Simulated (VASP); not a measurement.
Set up this calculation in VASP 6.6.1, as the native input.

- Task: single point
- Functional: LDA
- Potentials or basis: VASP PAW LDA potentials, release 64 (B, N)
- Cutoff: 520 eV
- k mesh: 14 × 14 × 14
- Occupations: gaussian, width 0.02 eV
- Spin: no spin polarisation
- Further INCAR settings: ALGO = Fast; EDIFF = 1e-07; NBANDS = 11

The structure of BN lies in POSCAR:

```
BN                                      
1.0
    0.0000000000      1.8095607435      1.8095607435
    1.8095607435      0.0000000000      1.8095607435
    1.8095607435      1.8095607435      0.0000000000
  B               N             
     1     1
Direct
     0.0000000000000000    0.0000000000000000    0.0000000000000000
     0.2500000000000000    0.2500000000000000    0.2500000000000000
```

The cell isn't the ideal one: a relaxed cell with its volume scaled by 1.03.

These files were run (other wordings do the same):

INCAR

```
SYSTEM = BN
PREC = Accurate ; ENCUT = 520
EDIFF = 1E-7 ; ISMEAR = 0
SIGMA = 0.02 ; LREAL = .False.
LASPH = .True. ; NELM = 80
ALGO = Fast ; ISIF = 2
LWAVE = .False. ; LCHARG = .False.
NBANDS = 11
```

KPOINTS

```
Automatic mesh
0
Gamma
  14 14 14
  0 0 0
```

Potentials or basis: VASP PAW LDA potentials, release 64 (B, N).

Launch:

```sh
$ cat potpaw_LDA.64/B/POTCAR potpaw_LDA.64/N/POTCAR > POTCAR
$ mpirun -np 1 vasp_std > vasp.out
```

Results of the run:

```
Pressure               : -11.3 GPa
Band gap on the k mesh : 4.34 eV, indirect (least direct gap 8.67 eV)
```

It took 13 s on 1 thread of AMD EPYC 7R13 Processor (Zen 3) (shared host), peak memory 0.09 GiB.
